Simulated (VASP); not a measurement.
An input for Quantum ESPRESSO's pw.x (written as the equivalent of a VASP run, and not itself run):

```
&CONTROL
  calculation = 'scf'
  pseudo_dir = './pseudo'
  outdir = './out'
  tprnfor = .true.
  tstress = .true.
/
&SYSTEM
  ibrav = 0
  nat = 2
  ntyp = 2
  ecutwfc = 82
  occupations = 'smearing'
  smearing = 'methfessel-paxton'
  degauss = 0.00735
  input_dft = 'vdw-df-cx'
/
&ELECTRONS
  conv_thr = 7.3e-09
  electron_maxstep = 100
/
ATOMIC_SPECIES
  In 114.818 In.upf
  Pd 106.420 Pd.upf
CELL_PARAMETERS angstrom
     3.2242928    0.0000000    0.0000000
     0.0000000    3.2242928    0.0000000
     0.0000000    0.0000000    3.2242928
ATOMIC_POSITIONS crystal
  In   0.5000000  0.5000000  0.5000000
  Pd   0.0000000  0.0000000  0.0000000
K_POINTS automatic
  11 11 11 0 0 0
```

Translate this input to VASP (INCAR, KPOINTS, POSCAR, choice of POTCAR).

One answer among several that fit: 
KPOINTS:
```
Automatic mesh
0
Gamma
11 11 11
0 0 0
```

POSCAR:
```
PdIn
1
    3.2242927640     0.0000000000     0.0000000000
    0.0000000000     3.2242927640     0.0000000000
    0.0000000000     0.0000000000     3.2242927640
In Pd
1 1
Direct
  0.5000000000   0.5000000000   0.5000000000
  0.0000000000   0.0000000000   0.0000000000
```

**INCAR**
```
SYSTEM = PdIn
PREC = Accurate; ENCUT = 520; LREAL = .False.
LASPH = .True.
EDIFF = 1E-7; NELM = 100; ALGO = Normal
LMAXMIX = 4
ISMEAR = 1; SIGMA = 0.1
GGA = CX; LUSE_VDW = .True.; AGGAC = 0.0
ISIF = 2
LWAVE = .False.; LCHARG = .False.
```

POTCAR, in this order: In_d Pd (PBE.64 set). Program: vasp_std.

Limits of the translation: the potentials are each code's own (VASP's PAW set, PseudoDojo norm-conserving files in pw.x), so ENCUT and ecutwfc are chosen apart and not converted; conv_thr bounds pw.x's estimated SCF error, while EDIFF bounds the energy change between steps.

The compound is PdIn in the CsCl type structure. This cell is one point of a volume scan, at 0.97 of the reference volume.
